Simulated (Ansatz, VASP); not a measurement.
**Si2I in VASP and in Ansatz**

```xyz
6
Lattice="0.0000 4.0082 4.0082 4.0082 0.0000 4.0082 4.0082 4.0082 0.0000" Properties=species:S:1:pos:R:3 pbc="T T T"
Si    3.0062    3.0062    5.0103
Si    3.0062    5.0103    3.0062
Si    5.0103    5.0103    5.0103
Si    5.0103    3.0062    3.0062
I     2.0041    2.0041    2.0041
I     0.0000    0.0000    0.0000
```

Change from the starting cell: species swapped into the CeRh2 type (Fd-3m, No. 227).

Alike in both runs: functional PBE; k mesh 4 × 4 × 4; occupations gaussian, width 0.1 eV; no spin polarisation.

Ansatz relaxed the structure, and its values are those at the end. VASP's run is a single point on that final structure, the one shown.

|  | VASP | Ansatz |
| --- | --- | --- |
| version | VASP 6.6.1 | Ansatz 0.2.0 |
| potentials or method | VASP PAW PBE potentials, release 64 (Si, I) | scalar-relativistic, plane waves, PAW |
| plane-wave cutoff (eV) | 520 | 420 |
| valence electrons in the cell | 30 | 50 |

```tsv
	VASP	Ansatz	Ansatz less VASP
gap on the k mesh at the Fermi level (eV)	none	none	-
pressure (GPa)	-0.2	-0.2	+0.02
```

A gap of «none» marks a metal or a gap that the smearing closes. The functional is the same, so the differences come from potentials, cutoffs and numerics. The two sets of potentials don't hold the same shells in valence.

Spin-orbit coupling is left out, which matters for the levels of I.
